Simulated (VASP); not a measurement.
A convergence study with VASP on HfO2 (fluorite): one setting is varied, all else stays as given below, so the limit is that of these other settings.

```
HfO2
1.0
    0.00000     2.54000     2.54000
    2.54000     0.00000     2.54000
    2.54000     2.54000     0.00000
Hf O
1 2
Direct
  0.00000   0.00000   0.00000
  0.25000   0.25000   0.25000
  0.75000   0.75000   0.75000
```

These are PBEsol GGA, VASP's PBE PAW potentials (set 64) (plane waves; VASP 6.6.1) values and carry that method's errors. The tightest run used: 700 eV cut-off, 6×6×6 Γ-centred mesh, Gaussian smearing of 0.010 eV, potentials Hf_pv O.

The settings run are ENCUT = 300; ENCUT = 400; ENCUT = 500; ENCUT = 600; ENCUT = 700. From which on does the highest Γ mode stay within 2 cm⁻¹ of the tightest run?

From ENCUT = 500 on: it is off by 0.1 there and by no more than 2 in any finer run, while ENCUT = 400 is off by 3.5.
```json
[
 {"setting": "ENCUT = 300", "mean ε∞": "5.28", "highest Γ mode (cm⁻¹)": "579.0", "plane waves": "397", "difference judged (cm⁻¹)": "20.9"},
 {"setting": "ENCUT = 400", "mean ε∞": "5.33", "highest Γ mode (cm⁻¹)": "554.6", "plane waves": "609", "difference judged (cm⁻¹)": "3.5"},
 {"setting": "ENCUT = 500", "mean ε∞": "5.34", "highest Γ mode (cm⁻¹)": "558.0", "plane waves": "869", "difference judged (cm⁻¹)": "0.1"},
 {"setting": "ENCUT = 600", "mean ε∞": "5.34", "highest Γ mode (cm⁻¹)": "558.4", "plane waves": "1113", "difference judged (cm⁻¹)": "0.3"},
 {"setting": "ENCUT = 700", "mean ε∞": "5.34", "highest Γ mode (cm⁻¹)": "558.1", "plane waves": "1411", "difference judged (cm⁻¹)": "0.0"}
]
```

Left out are rungs that failed or repeat a setting and relaxations that didn't move; long series are thinned to 24 rows.

The compound is HfO2 in the fluorite structure, the high-temperature cubic form, which is unstable at 0 K; the monoclinic form is the stable one. The cell was not relaxed at this level.
